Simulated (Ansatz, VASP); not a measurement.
# Cross-check of Sb2Au (Sb2Au (Pa-3)) between VASP and Ansatz, part 2 of 2

Aim: how closely do two programs agree when they are given the same cell, functional and k mesh? The cell is taken from a series of runs on this material, whose earlier steps may have relaxed, scaled, displaced or heated it; both programs get it as it stands.

VASP 6.6.1 and Ansatz 0.2.0.

So far: The starting structure; VASP: relaxation of cell and atoms, r2SCAN.

## (3) Ansatz: relaxation of cell and atoms, r2SCAN

Level of this step: Ansatz beside VASP: Kohn-Sham DFT, plane waves, r2SCAN (Ansatz).

Ansatz runs on its default PAW (the set named soft_2) files.

The same cell, functional, mesh and smearing now go to Ansatz.

Input file input.yaml:

```yaml
crystal:
  lattice:
    - [6.7356908, 0.0, 0.0]
    - [0.0, 6.7356908, 0.0]
    - [0.0, 0.0, 6.7356908]
  atoms:
    - { symbol: Sb, position: [0.37644093, 0.12355907, 0.87644093] }
    - { symbol: Sb, position: [0.12355907, 0.87644093, 0.37644093] }
    - { symbol: Sb, position: [0.87644093, 0.37644093, 0.12355907] }
    - { symbol: Sb, position: [0.62355907, 0.62355907, 0.62355907] }
    - { symbol: Sb, position: [0.37644093, 0.37644093, 0.37644093] }
    - { symbol: Sb, position: [0.12355907, 0.62355907, 0.87644093] }
    - { symbol: Sb, position: [0.87644093, 0.12355907, 0.62355907] }
    - { symbol: Sb, position: [0.62355907, 0.87644093, 0.12355907] }
    - { symbol: Au, position: [0.0, 0.5, 0.5] }
    - { symbol: Au, position: [0.5, 0.5, 0.0] }
    - { symbol: Au, position: [0.5, 0.0, 0.5] }
    - { symbol: Au, position: [0.0, 0.0, 0.0] }
basis:
  ecutwfc: 500
  xc_grid: 2
hamiltonian:
  xc: r2scan
kpoints:
  mp_grid: { grid: [6, 6, 6] }
scf:
  occupations: { method: fermi_dirac, width: 0.05 }
  max_iter: 150
output:
  forces: true
  stress: true
relax:
  f_tol: 0.01
  max_steps: 60
  cell: {}
checkpoint:
  write: "../r2scan.run"
  compress: false
  write_wavefunctions: false
  write_every: 100000
```

Run with:

```bash
$ ansatz run input.yaml --threads 4 --pin off --max-ram 5652MiB --backend cpu --events-out ev --progress --plain --runs-dir out
```

Numbers of over 12 decimals in the logs are rounded to 6 here.

Output:

```text
Engine: ansatz 0.2.0, aarch64-unknown-linux-gnu
Pseudopotentials: kind: paw
Pseudopotential: Sb, paw, valence charge 15, recommended cutoff 500 eV (meta_gga), Sb.paw.azcp
Pseudopotential: Au, paw, valence charge 19, recommended cutoff 500 eV (meta_gga), Au.paw.azcp
Functional definition: r2SCAN
  parameter k0 = 0.174
  parameter k1 = 0.065
  parameter a1 = 4.9479
  exchange = r2scan_x(k0 = k0, k1 = k1, a1 = a1)
  correlation = r2scan_c
Crystal: 12 atoms, lattice volume = 305.595 Å³
Basis set: ecut = 500 eV, 7809 PW (Γ), exchange–correlation on 100×100×100 points (8 copies of the dense FFT grid, shifted against one another)
Bands: 118, of which v1, the nominal top of the filled ones, is band 98 counted from 1 (97 counted from 0)
Symmetry: 24 space group operations
Space group: Pa-3 (ITA 205), of the structure as read, at distance tolerance 6.7e-5 Å
k-points: 24 of 216
Non-local potential: Sb, projectors of the file, l = 0: 2, l = 1: 2, l = 2: 2, l = 3: 2
Non-local potential: Au, projectors of the file, l = 0: 3, l = 1: 2, l = 2: 2, l = 3: 1
PAW form: soft (Blöchl's): semilocal exchange-correlation on the pseudo side does not see the compensation charge
PAW frozen core: Sb, regenerated for the run's functional (the file was generated under x = pbe(κ = 0.804, μ = 0.219515), c = pbe(β = 0.066725))
PAW frozen core: Au, regenerated for the run's functional (the file was generated under x = pbe(κ = 0.804, μ = 0.219515), c = pbe(β = 0.066725))
PAW one-centre angular grid: Sb, 590 points (default); XC on 160 Gauss nodes
PAW one-centre angular grid: Au, 590 points (default); XC on 160 Gauss nodes
Initial density: superposition of atomic densities (neutral atoms: chi_scale 0, normalization atom), corrected by the library's trained network
Initial wavefunctions: pseudopotential atomic-orbital guess
Functional: x = r2scan, c = r2scan; τ floored in thin density (d = 2e-4 eV/Å³)
SCF iter   1: F=—  HF=-104647.694580 eV  |F-HF|=—  |Δ(HF+E_count)|=         —  Δρ=7.46e-3  dr2=2.17e-1  dr2_τ=5.76e-2  ethr=1.77e-3  ⟨swp⟩=5.9  Hψ=10488  notcnv=0  defer=115
preconditioner: auto → Kerker (q_TF=auto, 2.534 Å⁻¹)  [metal: Δε(μ)=0.090 eV  Ē_g=9.229 eV  σ=0.050 eV  W_gap=0.42  n_scr=80 (ndim 8)  ℏωp=19.5 eV  f_vac=0.000  D(μ)=5.62/eV (n_scr^D=26)]
SCF iter   2: F=—  HF=-104647.746112 eV  |F-HF|=—  |Δ(HF+E_count)|=   5.15e-2  Δρ=3.21e-3  dr2=2.95e-2  dr2_τ=5.09e-3  ethr=1.11e-4  ⟨swp⟩=2.0  Hψ=4432  notcnv=0  defer=216
SCF iter   3: F=—  HF=-104647.749135 eV  |F-HF|=—  |Δ(HF+E_count)|=   3.02e-3  Δρ=1.45e-3  dr2=5.43e-3  dr2_τ=1.95e-4  ethr=1.51e-5  ⟨swp⟩=2.1  Hψ=3491  notcnv=0  defer=216
SCF iter   4: F=—  HF=-104647.750413 eV  |F-HF|=—  |Δ(HF+E_count)|=   1.28e-3  Δρ=3.12e-4  dr2=3.75e-4  dr2_τ=5.51e-6  ethr=2.77e-6  ⟨swp⟩=2.0  Hψ=4974  notcnv=0  defer=216
SCF iter   5: F=—  HF=-104647.750535 eV  |F-HF|=—  |Δ(HF+E_count)|=   1.21e-4  Δρ=1.14e-4  dr2=3.91e-5  dr2_τ=1.28e-6  ethr=1.91e-7  ⟨swp⟩=2.0  Hψ=3633  notcnv=0  defer=216
SCF iter   6: F=—  HF=-104647.749953 eV  |F-HF|=—  |Δ(HF+E_count)|=   5.81e-4  Δρ=2.18e-5  dr2=1.85e-6  dr2_τ=9.08e-8  ethr=2.00e-8  ⟨swp⟩=2.0  Hψ=3435  notcnv=0  defer=216
SCF iter   7: F=—  HF=-104647.749953 eV  |F-HF|=—  |Δ(HF+E_count)|=   3.62e-7  Δρ=6.75e-6  dr2=1.66e-7  dr2_τ=8.12e-9  ethr=9.46e-10  ⟨swp⟩=2.0  Hψ=4593  notcnv=0  defer=216
SCF iter   8: F=-104647.749953 eV  HF=-104647.749953 eV  |F-HF|=2.33e-9  |Δ(HF+E_count)|=   4.00e-9  Δρ=2.09e-6  dr2=1.99e-8  dr2_τ=8.12e-10  ethr=5.10e-11  ⟨swp⟩=4.3  Hψ=8725  notcnv=0
SCF 1 converged in 8 iterations: F = -104647.749953 eV  dr2 = 1.99e-8
  greatest PAW one-centre occupation: 1.003 electrons in one spin orbital (limit 2), on the Au atom at site 11 (counted from 0), in its partial waves of l = 0
relax step   1: F+E_penalty+E_count = -104647.74995339 eV  Δ(F+E_penalty+E_count) = +0.000e0 eV  max|allowed force component| = 6.341e-3 eV/Å  Δτ_max = 0.0000 Å  P = -0.009 GPa  Ω = 305.595 Å³  (8 SCF iters, dr2 threshold 1.00e-7 eV, accepted)
Initial density: handed on by an earlier stage of this run
Initial wavefunctions: pseudopotential atomic-orbital guess (no wavefunctions were taken with the density)
iter 1 solved again at ethr=8.95e-8 eV; its pass at ethr=3.10e-3 eV (dr2=1.75e-4 eV) is discarded
SCF iter   1: F=—  HF=-104647.750539 eV  |F-HF|=—  |Δ(HF+E_count)|=         —  Δρ=2.02e-6  dr2=1.87e-8  dr2_τ=8.45e-10  ethr=8.95e-8  ⟨swp⟩=4.2  Hψ=18791  notcnv=0  defer=1
eigensolver tolerance schedule: the retry pair's looser diagonalisation over-reported the residual by 9360.00 of it (diagonalisation noise at 0.37 of the residual, at the tolerance the schedule requests for it); recorded, not acted on — ethr = c·dr2/N_el stays at c = 1.0e-1
preconditioner: auto → Kerker (q_TF=auto, 2.534 Å⁻¹)  [metal: Δε(μ)=0.084 eV  Ē_g=9.152 eV  σ=0.050 eV  W_gap=0.40  n_scr=80 (ndim 8)  ℏωp=19.5 eV  f_vac=0.000  D(μ)=5.60/eV (n_scr^D=26)]
SCF iter   2: F=—  HF=-104647.749953 eV  |F-HF|=—  |Δ(HF+E_count)|=   5.86e-4  Δρ=1.57e-6  dr2=1.02e-8  dr2_τ=2.83e-10  ethr=9.56e-12  ⟨swp⟩=3.1  Hψ=6176  notcnv=0
SCF iter   3: F=—  HF=-104647.749953 eV  |F-HF|=—  |Δ(HF+E_count)|=   3.13e-9  Δρ=7.67e-7  dr2=2.89e-9  dr2_τ=5.70e-11  ethr=5.18e-12  ⟨swp⟩=2.9  Hψ=4962  notcnv=0
SCF iter   4: F=—  HF=-104647.749953 eV  |F-HF|=—  |Δ(HF+E_count)|=   1.54e-9  Δρ=3.84e-7  dr2=4.43e-10  dr2_τ=3.98e-11  ethr=1.47e-12  ⟨swp⟩=2.0  Hψ=3838  notcnv=0
SCF iter   5: F=-104647.749953 eV  HF=-104647.749953 eV  |F-HF|=5.82e-11  |Δ(HF+E_count)|=  1.60e-10  Δρ=2.00e-7  dr2=6.49e-11  dr2_τ=6.36e-12  ethr=1.00e-12  ⟨swp⟩=3.5  Hψ=9187  notcnv=0
SCF 2 converged in 5 iterations: F = -104647.749953 eV  dr2 = 6.49e-11
relax step   2: F+E_penalty+E_count = -104647.74995340 eV  Δ(F+E_penalty+E_count) = -5.704e-9 eV  max|allowed force component| = 6.349e-3 eV/Å  Δτ_max = 0.0000 Å  P = -0.009 GPa  Ω = 305.595 Å³  stress off target by 8.72e-3 GPa  SCF on the basis re-selected at this cell (its energy is not comparable with the rows above)  (5 SCF iters)
basis re-selected at this cell: Δ(F+E_penalty+E_count) = -5.704e-9 eV, ΔP = -0.000 GPa vs the last step (what re-selecting the basis moved, of the pressure what is left beyond the Pulay correction that the steps carried, after the strain that the cell walked since its last selection, with what the two solves' SCF thresholds leave and, on support functions, any second-order correction that the steps lacked; it is no m [...]
SCF converged after 5 iterations
Free energy (F): -104647.749953 eV
Harris-Foulkes:  -104647.749953 eV  (|F-HF|=5.82e-11)
Internal energy: -104647.704479 eV  (E = F + TS)
E sigma→0 (E₀):  -104647.727216 eV
Entropy (-TS):   -0.045474 eV (-3.790 meV/atom)
Fermi energy:    12.472481 eV
--- Per-component energies (eV) ---
  E_band       = -2717.571974
  E_kinetic    = 4063.641393
  E_local      = -21865.738549  (includes V_loc(G=0)·N_el)
  E_nonlocal   = 3197.763612
  E_hartree    = 9674.338809
  E_xc         = -1892.296677
  E_vxc        = -2053.405325  (∫ρ·V_xc dr)
  E_paw        = -75735.509167  (= ΣΔE_a)
  E_vpaw       = -5549.296536  (= ΣTr[D̂ρ^β])
  E_aug_tail   = 0.002777  (compensation charges beyond the density's cutoff)
  E_vtau       = 140.782003  (kinetic-family band-sum trace: ∫τ·v_τ [+ j·A + Jᵃ·Aᵃ] dr)
  E_ewald      = -22093.249677
  E_core_change = 3.343001  (= ΣΔE_core)
  E_smearing   = -0.045474  (= −TS)
  E_closure    = 0.000000  (closes the sum)
  Σ components = -104647.749953   (vs F -104647.749953, Δ=0.00e0)
--- Forces (eV/Å), atoms counted from 1 ---
  atom   1  Sb     0.00634852    -0.00634852     0.00634852
  atom   2  Sb    -0.00634852     0.00634852     0.00634852
  atom   3  Sb     0.00634852     0.00634852    -0.00634852
  atom   4  Sb    -0.00634852    -0.00634852    -0.00634852
  atom   5  Sb     0.00634852     0.00634852     0.00634852
  atom   6  Sb    -0.00634852    -0.00634852     0.00634852
  atom   7  Sb     0.00634852    -0.00634852    -0.00634852
  atom   8  Sb    -0.00634852     0.00634852    -0.00634852
  atom   9  Au     0.00000000     0.00000000     0.00000000
  atom  10  Au     0.00000000     0.00000000     0.00000000
  atom  11  Au     0.00000000    -0.00000000    -0.00000000
  atom  12  Au     0.00000000    -0.00000000     0.00000000
  max |Σ_I F_I| component: 1.99e-17 eV/Å
--- Stress (GPa, compression-positive) ---
       -0.008725      -0.000000       0.000000
       -0.000000      -0.008725       0.000000
        0.000000       0.000000      -0.008725
  P = ⅓ Tr σ = -0.0087 GPa (-0.087 kbar)
--- Relaxed structure (1 steps of the walk, 1 accepted, 1 SCFs on fresh bases) ---
  F+E_penalty+E_count = -104647.74995340 eV   max|allowed force component| = 6.349e-3 eV/Å   (the final SCF, on the basis selected at the relaxed cell)
  cell:  # Å, volume = 305.5951 Å³
    - [6.7356908, 0.0, 0.0]
    - [0.0, 6.7356908, 0.0]
    - [0.0, 0.0, 6.7356908]
  atoms:
    - { symbol: Sb, position: [0.37644093, 0.123559, 0.87644093] }
    - { symbol: Sb, position: [0.123559, 0.87644093, 0.37644093] }
    - { symbol: Sb, position: [0.87644093, 0.37644093, 0.123559] }
    - { symbol: Sb, position: [0.623559, 0.623559, 0.623559] }
    - { symbol: Sb, position: [0.37644093, 0.37644093, 0.37644093] }
    - { symbol: Sb, position: [0.123559, 0.623559, 0.87644093] }
    - { symbol: Sb, position: [0.87644093, 0.123559, 0.623559] }
    - { symbol: Sb, position: [0.623559, 0.87644093, 0.123559] }
    - { symbol: Au, position: [0.0, 0.500000, 0.500000] }
    - { symbol: Au, position: [0.500000, 0.500000, 0.0] }
    - { symbol: Au, position: [0.500000, 0.0, 0.500000] }
    - { symbol: Au, position: [0.0, 0.0, 0.0] }
```

## (4) Comparison

Known differences besides the potentials themselves: VASP keeps PBE cores, Ansatz makes them for the functional; the data sets hold 196 valence electrons in Ansatz (on its default PAW (the set named soft_2) files) and 84 in VASP; the cutoff is 500 eV in Ansatz and 550 eV in VASP; Ansatz adds a Pulay correction to the stress that steers its cell, VASP none. Total energies have different zeros and are not compared.

Compared:

| quantity | Ansatz | VASP | difference |
| --- | --- | --- | --- |
| volume (Å³) | 305.60 | 305.02 | +0.19 % |
| edge a after relaxation, in the typed setting (Å) | 6.736 | 6.731 | +0.06 % |

## (5) Summary of results

```json
{"difference in volume (relaxation of cell and atoms, r2SCAN)": "0.19 %"}
```

**Reading.** The difference in volume is 0.19 % (relaxation of cell and atoms, r2SCAN), within the 1.2 % picked in this series as the mark of a large difference, as far as the stopping tolerances let one tell. The data sets hold unlike numbers of valence electrons (196 in Ansatz and 84 in VASP), so part of the differences comes from the potentials. Such differences can come from data sets, numerical settings and the points named under the comparisons, not from the functional's error against experiment.

[Lines on the potential files, build, host, timing and source positions are cut from VASP's logs without a mark.]

[Logs are printed without paths, hosts, clocks, repeated set-up lines and the standing remarks that a program may print on its own settings, such as how far it seeks lower states.]

[Hosts, paths, dates, database ids (printed as entryN), source tags and the programs' standing remarks are cut or masked in the printed files.]
